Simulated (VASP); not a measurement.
A convergence study with VASP on AlN (wurtzite): one setting is varied, all else stays as given below, so the limit is that of these other settings.

```
AlN
1.0
    1.55500    -2.69334     0.00000
    1.55500     2.69334     0.00000
    0.00000     0.00000     4.98000
Al N
2 2
Direct
  0.66667   0.33333   0.50000
  0.33333   0.66667   0.00000
  0.66667   0.33333   0.88200
  0.33333   0.66667   0.38200
```

All values below come from PBEsol GGA, VASP's PBE PAW potentials (set 64) (plane waves; VASP). The tightest run used: 700 eV cut-off, 13×13×7 Monkhorst-Pack mesh, Gaussian smearing of 0.050 eV, potentials Al N.

| setting | E (eV/atom) | pressure (GPa) | irreducible k-points |
|---|---|---|---|
| 1×1×1 mesh | -4.7314 | 11.27 | 1 |
| 2×2×1 mesh | -7.9747 | 0.45 | 2 |
| 3×3×2 mesh | -7.7826 | 0.71 | 3 |

Question: These are the cheaper rows. Estimate the results at 13×13×7 mesh, and how far the last row shown lies from them.

Answer: 
```tsv
quantity	tightest run	last row shown is off by
E (eV/atom)	-7.8306	0.0480
pressure (GPa)	0.50	0.21
```

Left out are rungs that failed or repeat a setting and relaxations that didn't move; long series are thinned to 24 rows.

The compound is AlN in the wurtzite structure. The cell was not relaxed at this level.
